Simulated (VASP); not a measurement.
# Mg(0001) over its thickness, part 2 of 7

How many layers does a slab of Mg(0001) need before surface energy, work function and relaxation settle?

VASP 6.6.1; PBE; plane waves and PAW (Mg).

So far. Step 3 (The bulk reference, job self-consistent run, k-mesh …): The run ends at a pressure of 0.03 GPa.

**4. Relaxing the slab, layers 4**

System of this step: Mg(0001). The cell holds 4 atoms: 4 Mg. Cell: a = 3.186 Å, b = 3.186 Å, c = 22.801 Å, α = 90.0°, β = 90.0°, γ = 60.0°. It derives from Mg. 4 layers of hcp Mg, cut at this functional's lattice. Vacuum lies along c.

All atoms relax at the fixed cell.

INCAR reads:

```
SYSTEM = Mg
PREC = Normal
ENCUT = 320
EDIFF = 1E-06
NELM = 120
ISMEAR = 1
SIGMA = 0.15
LREAL = .FALSE.
ALGO = Fast
GGA = PE
NBANDS = 10
LORBIT = 11
LWAVE = .FALSE.
LCHARG = .FALSE.
KPAR = 4
IBRION = 2
NSW = 50
ISIF = 2
EDIFFG = -0.01
POTIM = 0.4
MAXMIX = 40
```

POSCAR reads:

```
Mg
1.0
    3.1860766385      0.0000000000      0.0000000000
    1.5930383192      2.7592233073      0.0000000000
    0.0000000000      0.0000000000     22.8011407875
Mg
4
Direct
    0.6666666700      0.6666666700      0.3289309100
    0.0000000000      0.0000000000      0.4429769700
    0.6666666700      0.6666666700      0.5570230300
    0.0000000000      0.0000000000      0.6710690900
```

KPOINTS reads:

```
Automatic mesh
0
Gamma
12 12 1
0 0 0
```

Potentials, in the order of the species: Mg (PBE family, release 64).

Command:

```bash
mpirun -np 4 vasp_std
```

Output:

```text
[banner, memory and clock lines left out]
running    4 mpi-ranks, on    1 nodes
 distrk:  each k-point on    1 cores,    4 groups
 distr:  one band on    1 cores,    1 groups

 POSCAR found type information on POSCAR Mg
 POSCAR found :  1 types and       4 ions
 LDA part: xc-table for (Slater+PW92), standard interpolation
 POSCAR, INCAR and KPOINTS ok, starting setup
 FFT: planning ... GRIDC
 FFT: planning ... GRID_SOFT
 FFT: planning ... GRID
 WAVECAR not read
 entering main loop
       N       E                     dE             d eps       ncg     rms          rms(c)
DAV:   1     0.614385443174E+01    0.61439E+01   -0.18585E+03   380   0.355E+02
DAV:   2    -0.522064737421E+01   -0.11365E+02   -0.11095E+02   532   0.502E+01
DAV:   3    -0.556320054652E+01   -0.34255E+00   -0.33551E+00   478   0.846E+00
DAV:   4    -0.556959607703E+01   -0.63955E-02   -0.63942E-02   548   0.143E+00
DAV:   5    -0.556968008066E+01   -0.84004E-04   -0.84002E-04   500   0.148E-01    0.158E+00
RMM:   6    -0.542624220725E+01    0.14344E+00   -0.38565E-02   391   0.593E-01    0.928E-01
RMM:   7    -0.540776549498E+01    0.18477E-01   -0.15527E-02   397   0.467E-01    0.588E-01
RMM:   8    -0.540165717435E+01    0.61083E-02   -0.12546E-02   396   0.518E-01    0.105E-01
RMM:   9    -0.540126780785E+01    0.38937E-03   -0.11779E-03   397   0.215E-01    0.304E-02
RMM:  10    -0.540134713833E+01   -0.79330E-04   -0.37622E-04   396   0.119E-01    0.135E-02
RMM:  11    -0.540131104423E+01    0.36094E-04   -0.71906E-05   391   0.507E-02    0.566E-03
RMM:  12    -0.540133475488E+01   -0.23711E-04   -0.21764E-05   393   0.282E-02    0.437E-03
RMM:  13    -0.540133515558E+01   -0.40070E-06   -0.15096E-05   356   0.165E-02    0.195E-03
RMM:  14    -0.540134936980E+01   -0.14214E-04   -0.27384E-06   331   0.963E-03    0.734E-04
RMM:  15    -0.540135743189E+01   -0.80621E-05   -0.77884E-07   300   0.555E-03    0.927E-04
RMM:  16    -0.540136551356E+01   -0.80817E-05   -0.46438E-07   281   0.331E-03    0.177E-04
RMM:  17    -0.540136639051E+01   -0.87694E-06   -0.83217E-08   253   0.196E-03
   1 F= -.54013664E+01 E0= -.54025404E+01  d E =-.540137E+01
 curvature:   0.00 expect dE= 0.000E+00 dE for cont linesearch  0.000E+00
 trial: gam= 0.00000 g(F)=  0.807E-03 g(S)=  0.000E+00 ort = 0.000E+00 (trialstep = 0.100E+01)
 search vector abs. value=  0.807E-03
 bond charge predicted
       N       E                     dE             d eps       ncg     rms          rms(c)
DAV:   1    -0.540212902414E+01   -0.76351E-03   -0.20977E-03   470   0.226E-01    0.745E-03
RMM:   2    -0.540212580119E+01    0.32229E-05   -0.60854E-05   396   0.488E-02    0.249E-03
RMM:   3    -0.540212760207E+01   -0.18009E-05   -0.96000E-06   399   0.214E-02    0.107E-03
RMM:   4    -0.540212841067E+01   -0.80860E-06   -0.23262E-06   339   0.107E-02
   2 F= -.54021284E+01 E0= -.54034066E+01  d E =-.762020E-03
[...]
3 F= -.54038733E+01 E0= -.54054457E+01  d E =-.250690E-02
[...]
4 F= -.54050010E+01 E0= -.54070396E+01  d E =-.363463E-02
[...]
5 F= -.54059063E+01 E0= -.54080469E+01  d E =-.905294E-03
[...]
6 F= -.54076077E+01 E0= -.54098200E+01  d E =-.260669E-02
[...]
7 F= -.54067532E+01 E0= -.54082487E+01  d E =-.175213E-02
[...]
8 F= -.54079312E+01 E0= -.54099963E+01  d E =-.293016E-02
 curvature:  -4.51 expect dE=-0.131E-03 dE for cont linesearch -0.154E-07
 trial: gam=-0.10664 g(F)=  0.289E-04 g(S)=  0.000E+00 ort =-0.141E-05 (trialstep = 0.567E+01)
 search vector abs. value=  0.358E-04
 bond charge predicted
       N       E                     dE             d eps       ncg     rms          rms(c)
DAV:   1    -0.540802954182E+01   -0.99217E-04   -0.31855E-03   402   0.273E-01    0.104E-02
RMM:   2    -0.540802833695E+01    0.12049E-05   -0.98970E-05   401   0.618E-02    0.437E-03
RMM:   3    -0.540802994297E+01   -0.16060E-05   -0.14526E-05   416   0.261E-02    0.466E-03
RMM:   4    -0.540803026263E+01   -0.31966E-06   -0.20204E-06   314   0.105E-02
   9 F= -.54080303E+01 E0= -.54100905E+01  d E =-.990800E-04
 trial-energy change:   -0.000099  1 .order   -0.000097   -0.000165   -0.000029
 step:   6.8618(harm=  6.8618)  dis= 0.00471  next Energy=    -5.408031 (dE=-0.997E-04)
 reached required accuracy - stopping structural energy minimisation
```

Wall time 24 s (4 MPI ranks of AMD EPYC 7571, shared host); peak memory 0.56 GiB.

Parts of OUTCAR (step 4):

```text
  LATTYP: Found a hexagonal cell.
 ALAT       =     3.1860766384
 C/A-ratio  =     7.1564947661

 Subroutine GETGRP returns: Found 12 space group operations
 (whereof  6 operations were pure point group operations)

The static configuration has the point symmetry C_3v.
 The point group associated with its full space group is D_3d.

 Found     19 irreducible k-points:

   k-points           NKPTS =     19   k-points in BZ     NKDIM =     19   number of bands    NBANDS=     10

   dimension x,y,z NGX =    14 NGY =   14 NGZ =  100
   dimension x,y,z NGXF=    28 NGYF=   28 NGZF=  200

   ENCUT  =  320.0 eV  23.52 Ry    4.85 a.u.   4.65  4.65 33.26*2*pi/ulx,y,z

   NELECT =       8.0000    total number of electrons

 E-fermi :  -0.7913

 k-point     1 :       0.0000    0.0000    0.0000
  band No.  band energies     occupation
      1      -7.3512      2.00000
      2      -6.5884      2.00000
      3      -5.3665      2.00000
      4      -3.6433      2.00000
      5      -1.8678      2.00000
      6       0.2857     -0.00000
      7       1.9252     -0.00000
      8       2.9796      0.00000
      9       3.1877      0.00000
     10       5.0151      0.00000

 k-point     2 :       0.0833    0.0000    0.0000
  band No.  band energies     occupation
      1      -7.2139      2.00000
      2      -6.4518      2.00000
      3      -5.2310      2.00000
      4      -3.5083      2.00000
      5      -1.7394      2.00000
      6       0.4152     -0.00000
      7       2.0568     -0.00000
      8       3.1124      0.00000
      9       3.3207      0.00000
     10       5.1423      0.00000

  Total       -1.2072591     -1.2072591     -0.0201653      0.0000000     -0.0000000     -0.0000000
  in kB       -9.6496473     -9.6496473     -0.1611818      0.0000000     -0.0000000     -0.0000000
  external PRESSURE =      -6.4868254 kB  Pullay stress =       0.0000000 kB

  energy-cutoff  :      320.00
  volume of cell :      200.45
      direct lattice vectors                 reciprocal lattice vectors
     3.186076638  0.000000000  0.000000000     0.313865645 -0.181210415  0.000000000
     1.593038319  2.759223307  0.000000000     0.000000000  0.362420830  0.000000000
     0.000000000  0.000000000 22.801140787     0.000000000  0.000000000  0.043857455

 POSITION                                       TOTAL-FORCE (eV/Angst)
 -----------------------------------------------------------------------------------
      3.18608      1.83948      7.41826         0.000000      0.000000      0.001813
      0.00000      0.00000     10.08625        -0.000000     -0.000000     -0.002743
      3.18608      1.83948     12.71490         0.000000      0.000000      0.002743
      0.00000      0.00000     15.38288        -0.000000     -0.000000     -0.001813
 -----------------------------------------------------------------------------------
    total drift:                                0.000032      0.000018      0.000016

  FREE ENERGIE OF THE ION-ELECTRON SYSTEM (eV)
  ---------------------------------------------------
  free  energy   TOTEN  =        -5.4080302626 eV

  energy  without entropy=       -5.4142110085  energy(sigma->0) =       -5.41009051

 total charge
# of ion       s       p       d       tot
------------------------------------------
    1        0.214   0.109   0.007   0.331
    2        0.211   0.124   0.011   0.346
    3        0.211   0.124   0.011   0.346
    4        0.214   0.109   0.007   0.331
--------------------------------------------------
tot          0.850   0.468   0.036   1.353

[... 1 part as in an earlier step ...]

[... 7 further parts left out ...]
```

CONTCAR:

```
Mg
   1.00000000000000
     3.1860766384999999    0.0000000000000000    0.0000000000000000
     1.5930383191999999    2.7592233073000001    0.0000000000000000
     0.0000000000000000    0.0000000000000000   22.8011407874999996
  Mg
     4
Direct
     0.6666666699999979    0.6666666699999979    0.3253460490683338
     0.0000000000000000    0.0000000000000000    0.4423570665838050
     0.6666666699999979    0.6666666699999979    0.5576429334161951
     0.0000000000000000    0.0000000000000000    0.6746539509316661
```

The run keeps the 12 symmetry operations of its start, so it cannot find a distortion of lower symmetry.

The steps of the relaxation:

| step | energy less that of the first step (eV) | largest force (eV/Å) |
| --- | --- | --- |
| 1 | 0.0000 | 0.0925 |
| 2 | -0.0008 | 0.0850 |
| 3 | -0.0025 | 0.0635 |
| 4 | -0.0036 | 0.0680 |
| 5 | -0.0045 | 0.0584 |
| 6 | -0.0062 | 0.0328 |
| 7 | -0.0054 | 0.0299 |
| 8 | -0.0066 | 0.0167 |
| 9 | -0.0067 | 0.0027 |

The atoms that moved most (Å):

| atom | dx | dy | dz | length |
| --- | --- | --- | --- | --- |
| Mg1 | 0.000 | 0.000 | -0.082 | 0.082 |
| Mg4 | 0.000 | 0.000 | 0.082 | 0.082 |
| Mg3 | 0.000 | 0.000 | 0.014 | 0.014 |
| Mg2 | 0.000 | 0.000 | -0.014 | 0.014 |

Final coordinates:

```
Mg
1.0
     3.18608    0.00000    0.00000
     1.59304    2.75922    0.00000
     0.00000    0.00000   22.80114
Mg
4
Direct
  0.66667 0.66667 0.32535
  0.00000 0.00000 0.44236
  0.66667 0.66667 0.55764
  0.00000 0.00000 0.67465
```

This step gave:

* electronic cycles: 57
* electrons: 8
* free energy (TOTEN): -5.408 eV
* energy at zero smearing: -5.410 eV
* Fermi energy: -0.7913 eV

The run ended after 9 ionic steps, 0.007 eV below its first step, once the forces on the free atoms met EDIFFG = -0.01.

**5. The vacuum level, layers 4**

A static run writes the electrostatic potential without exchange and correlation (LVHAR), which is flat in the vacuum and gives the level to count from. The dipole correction cancels the field that unlike faces would set up across the vacuum.

Edit INCAR of step 4 so:

```diff
@@ -15,7 +15,6 @@
 KPAR = 4
-IBRION = 2
-NSW = 50
-ISIF = 2
-EDIFFG = -0.01
-POTIM = 0.4
-MAXMIX = 40
+IDIPOL = 3
+LDIPOL = .TRUE.
+DIPOL = 0.5 0.5 0.5
+LVHAR = .TRUE.
+LVACPOTAV = .TRUE.
```

POSCAR reads:

```
Mg
1.0
    3.1860766385      0.0000000000      0.0000000000
    1.5930383192      2.7592233073      0.0000000000
    0.0000000000      0.0000000000     22.8011407875
Mg
4
Direct
    0.6666666700      0.6666666700      0.3253460491
    0.0000000000      0.0000000000      0.4423570666
    0.6666666700      0.6666666700      0.5576429334
    0.0000000000      0.0000000000      0.6746539509
```

KPOINTS is that of step 4.

Command:

```bash
mpirun -np 4 vasp_std
```

Output:

```text
[... set-up lines as in an earlier step ...]
 entering main loop
       N       E                     dE             d eps       ncg     rms          rms(c)
DAV:   1     0.592948898414E+01    0.59295E+01   -0.18529E+03   380   0.355E+02
DAV:   2    -0.521519571612E+01   -0.11145E+02   -0.10895E+02   532   0.496E+01
DAV:   3    -0.555221024718E+01   -0.33701E+00   -0.31950E+00   474   0.832E+00
DAV:   4    -0.555854446195E+01   -0.63342E-02   -0.63339E-02   530   0.142E+00
DAV:   5    -0.555864936959E+01   -0.10491E-03   -0.10491E-03   502   0.169E-01    0.155E+00
RMM:   6    -0.543134696926E+01    0.12730E+00   -0.29597E-02   416   0.555E-01    0.930E-01
RMM:   7    -0.541483707838E+01    0.16510E-01   -0.14219E-02   429   0.453E-01    0.585E-01
RMM:   8    -0.540819339118E+01    0.66437E-02   -0.12131E-02   457   0.522E-01    0.943E-02
RMM:   9    -0.540791202969E+01    0.28136E-03   -0.11379E-03   459   0.212E-01    0.271E-02
RMM:  10    -0.540797627657E+01   -0.64247E-04   -0.37267E-04   486   0.119E-01    0.120E-02
RMM:  11    -0.540796411335E+01    0.12163E-04   -0.78742E-05   477   0.522E-02    0.543E-03
RMM:  12    -0.540799190026E+01   -0.27787E-04   -0.24519E-05   480   0.289E-02    0.299E-03
RMM:  13    -0.540798852578E+01    0.33745E-05   -0.15732E-05   452   0.190E-02    0.191E-03
RMM:  14    -0.540801323090E+01   -0.24705E-04   -0.39648E-06   446   0.114E-02    0.114E-03
RMM:  15    -0.540801706075E+01   -0.38299E-05   -0.86716E-07   385   0.627E-03    0.712E-04
RMM:  16    -0.540802833347E+01   -0.11273E-04   -0.63331E-07   357   0.371E-03    0.253E-04
RMM:  17    -0.540802913293E+01   -0.79946E-06   -0.11551E-07   275   0.228E-03
 -----------------------------------------------------------------------------
|                                                                             |
|           W    W    AA    RRRRR   N    N  II  N    N   GGGG   !!!           |
|           W    W   A  A   R    R  NN   N  II  NN   N  G    G  !!!           |
|           W    W  A    A  R    R  N N  N  II  N N  N  G       !!!           |
|           W WW W  AAAAAA  RRRRR   N  N N  II  N  N N  G  GGG   !            |
|           WW  WW  A    A  R   R   N   NN  II  N   NN  G    G                |
|           W    W  A    A  R    R  N    N  II  N    N   GGGG   !!!           |
|                                                                             |
|     Did not find any points to average over, which means that no vacuum     |
|     field-free region was found. Please increase the size of  your cell     |
|     in the dimension of the dipole correction to obtain accurate            |
|     workfunction values.                                                    |
|                                                                             |
 -----------------------------------------------------------------------------

   1 F= -.54080291E+01 E0= -.54100949E+01  d E =0.619729E-02
```

The job ended after 7.6 s (4 MPI ranks; peak memory 0.48 GiB).

From OUTCAR (step 5):

```text
   NELECT =       8.0000    total number of electrons

 dipolmoment           0.000000      0.000000      0.000000 electrons x Angstroem

 E-fermi :  -0.7920

 k-point     1 :       0.0000    0.0000    0.0000
  band No.  band energies     occupation
      1      -7.3522      2.00000
      2      -6.5890      2.00000
      3      -5.3670      2.00000
      4      -3.6437      2.00000
      5      -1.8682      2.00000
      6       0.2855     -0.00000
      7       1.9239     -0.00000
      8       2.9821      0.00000
      9       3.1568      0.00000
     10       4.9889      0.00000

  Total       -1.2070079     -1.2070079     -0.0176156      0.0000000      0.0000000     -0.0000000
  in kB       -9.6476392     -9.6476392     -0.1408017      0.0000000      0.0000000     -0.0000000
  external PRESSURE =      -6.4786934 kB  Pullay stress =       0.0000000 kB

 POSITION                                       TOTAL-FORCE (eV/Angst)
 -----------------------------------------------------------------------------------
      3.18608      1.83948      7.41826         0.000000      0.000000      0.002090
      0.00000      0.00000     10.08625        -0.000000      0.000000     -0.002626
      3.18608      1.83948     12.71490         0.000000     -0.000000      0.002626
      0.00000      0.00000     15.38288        -0.000000     -0.000000     -0.002090
 -----------------------------------------------------------------------------------
    total drift:                                0.000032      0.000018      0.000016

  FREE ENERGIE OF THE ION-ELECTRON SYSTEM (eV)
  ---------------------------------------------------
  free  energy   TOTEN  =        -5.4080291329 eV

  energy  without entropy=       -5.4142264211  energy(sigma->0) =       -5.41009490

 vacuum level on the upper side and lower side of the slab         3.016         3.016

[... 9 parts as in an earlier step ...]

[... 8 further parts left out ...]
```

Numbers from this step:

| Quantity | Value |
| --- | --- |
| electronic cycles | 17 |
| Fermi energy | -0.792 eV |
| dipole moment | 0, 0, 0 e·Å |
| vacuum levels | 3.016, 3.016 eV |
| work functions of the upper and lower face | 3.808, 3.808 eV |

The planar average of the electrostatic potential oscillates, so the rows of the table below give means over windows of 1 Å about each position, cut where the curve ends. Its maxima inside the range that stand out by 2 % of the span (Å: eV): 8.8: 1.14, 11.4: 1.06, 14.0: 1.14. Its minima: 7.4: -6.50, 10.0: -6.34, 12.8: -6.34, 15.4: -6.50.

Zero at the Fermi level. Table of planar average of the electrostatic potential by height; means over each step:

```csv
height (Å),planar average of the electrostatic potential (eV)
0,3.81
1,3.81
2,3.81
3,3.81
4,3.79
5,3.59
6,2.02
7,-4.25
8,-3.09
9,-0.00419
10,-5.41
11,-0.859
12,-2.11
13,-4.78
14,0.441
15,-4.39
16,-2.89
17,2.61
18,3.67
19,3.79
20,3.81
21,3.81
22,3.81
```

The vacuum level lies 3.81 eV above the Fermi level at the upper face; both faces agree, as the slab has next to no dipole.

The program found no field-free point at its default tolerance, but its printed level agrees with the flat part of the planar average.

(Continued in part 3 of 7.)

[Lines on the potential files, build, host, timing and source positions are cut from VASP's logs without a mark.]

[Logs are printed without paths, hosts, clocks, repeated set-up lines and the standing remarks that a program may print on its own settings, such as how far it seeks lower states.]

[Hosts, paths, dates, database ids (printed as entryN), source tags and the programs' standing remarks are cut or masked in the printed files.]

[Runs that stopped without an error message from VASP are left out.]
